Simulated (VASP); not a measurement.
The system is Ta3Au (lda).

```xyz
8
Lattice="5.2200 0.0000 0.0000 0.0000 5.2200 0.0000 0.0000 0.0000 5.2200" Properties=species:S:1:pos:R:3 pbc="T T T"
Ta    1.3050    0.0000    2.6100
Ta    2.6100    3.9150    0.0000
Ta    3.9150    0.0000    2.6100
Ta    2.6100    1.3050    0.0000
Ta    0.0000    2.6100    3.9150
Ta    0.0000    2.6100    1.3050
Au    0.0000    0.0000    0.0000
Au    2.6100    2.6100    2.6100
```

```yaml
Program: VASP 6.6.1
Task: relaxation of cell and atoms
Functional: LDA
Potentials_or_basis: VASP PAW LDA potentials, release 64 (Ta_pv, Au)
Cutoff: 600 eV
k_mesh: 4 × 4 × 4
Occupations: gaussian, width 0.1 eV
Spin: no spin polarisation
```

At the start: pressure -9.7 GPa; volume 17.78 Å³/atom.

Q: How do energy, volume and symmetry change on relaxing?

A: Over 3 steps the energy falls by 25.5 meV/atom and the volume is 17.00 Å³/atom (-4.4 %); space group Pm-3n (No. 223, to 0.05 Å).

Step by step:
```
step  energy change (eV)  largest force (eV/Å)  pressure (GPa)  volume (Å³)
   1              0.0000                0.0000           -9.66       142.24
   2              1.1423                0.0000           33.21       121.29
   3             -0.2043                0.0000           -0.43       135.98
```

Final structure:
```xyz
8
Lattice="5.1423 0.0000 0.0000 0.0000 5.1423 0.0000 0.0000 0.0000 5.1423" Properties=species:S:1:pos:R:3 pbc="T T T"
Ta    1.2856    0.0000    2.5711
Ta    2.5711    3.8567    0.0000
Ta    3.8567    0.0000    2.5711
Ta    2.5711    1.2856    0.0000
Ta    0.0000    2.5711    3.8567
Ta    0.0000    2.5711    1.2856
Au    0.0000    0.0000    0.0000
Au    2.5711    2.5711    2.5711
```

Caveat: the relaxation stopped at a loose force limit of 0.05 eV/Å, so its end isn't a converged minimum.
